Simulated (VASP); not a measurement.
Consider the following.

```yaml
crystal:
  lattice:
    - [3.97501, 0.00000, 0.00000]
    - [-1.98751, 3.44246, 0.00000]
    - [0.00000, 0.00000, 7.16691]
  atoms:
    - { symbol: Cu, position: [0.33333, 0.66667, 0.60934] }
    - { symbol: Cu, position: [0.66667, 0.33333, 0.39066] }
    - { symbol: Cu, position: [0.33333, 0.66667, 0.96128] }
    - { symbol: Cu, position: [0.66667, 0.33333, 0.03872] }
    - { symbol: Cu, position: [0.00000, 0.00000, 0.81167] }
    - { symbol: Cu, position: [0.00000, 0.00000, 0.18833] }
    - { symbol: P, position: [0.66667, 0.33333, 0.71632] }
    - { symbol: P, position: [0.33333, 0.66667, 0.28368] }
```

These are PBEsol GGA, VASP's PBE PAW potentials (set 64) (plane waves; VASP 6.6.1) values and carry that method's errors. Numerical set-up: 400 eV cut-off, Gaussian smearing of 0.050 eV, potentials Cu P.

### Question
Give the energies of bands 29 to 42 at the high-symmetry points, in eV from the Fermi level.

### Answer

```json
[
 {"band": "29", "Γ": "-2.71", "M": "-2.78", "K": "-3.07", "A": "-2.58", "L": "-2.88", "H": "-2.94"},
 {"band": "30", "Γ": "-2.71", "M": "-2.76", "K": "-2.83", "A": "-2.58", "L": "-2.76", "H": "-2.82"},
 {"band": "31", "Γ": "-2.70", "M": "-2.75", "K": "-2.65", "A": "-2.47", "L": "-2.70", "H": "-2.55"},
 {"band": "32", "Γ": "-2.39", "M": "-2.65", "K": "-2.65", "A": "-2.47", "L": "-2.65", "H": "-2.55"},
 {"band": "33", "Γ": "-2.39", "M": "-2.54", "K": "-2.27", "A": "-2.18", "L": "-2.45", "H": "-2.40"},
 {"band": "34", "Γ": "-0.22", "M": "-2.46", "K": "-2.27", "A": "-2.13", "L": "-2.36", "H": "-2.29"},
 {"band": "35", "Γ": "0.13", "M": "-2.38", "K": "-2.27", "A": "0.26", "L": "-2.33", "H": "-2.29"},
 {"band": "36", "Γ": "0.17", "M": "-2.21", "K": "-1.66", "A": "0.26", "L": "-1.57", "H": "-2.25"},
 {"band": "37", "Γ": "0.17", "M": "-1.81", "K": "-1.57", "A": "0.65", "L": "-1.25", "H": "-1.37"},
 {"band": "38", "Γ": "0.78", "M": "-0.14", "K": "-1.57", "A": "0.76", "L": "-0.96", "H": "-1.37"},
 {"band": "39", "Γ": "0.78", "M": "1.21", "K": "-1.43", "A": "0.76", "L": "-0.47", "H": "-0.03"},
 {"band": "40", "Γ": "1.27", "M": "1.38", "K": "3.51", "A": "0.94", "L": "1.02", "H": "1.30"},
 {"band": "41", "Γ": "1.60", "M": "1.70", "K": "3.51", "A": "2.58", "L": "1.91", "H": "1.30"},
 {"band": "42", "Γ": "3.53", "M": "2.71", "K": "4.46", "A": "2.83", "L": "1.94", "H": "3.64"}
]
```

It has no gap at this level: it comes out as a metal or semimetal.

The structure comes from a computed database's Cu3P entry (P-3m1); how it stands against other phases isn't given here. It was relaxed first.
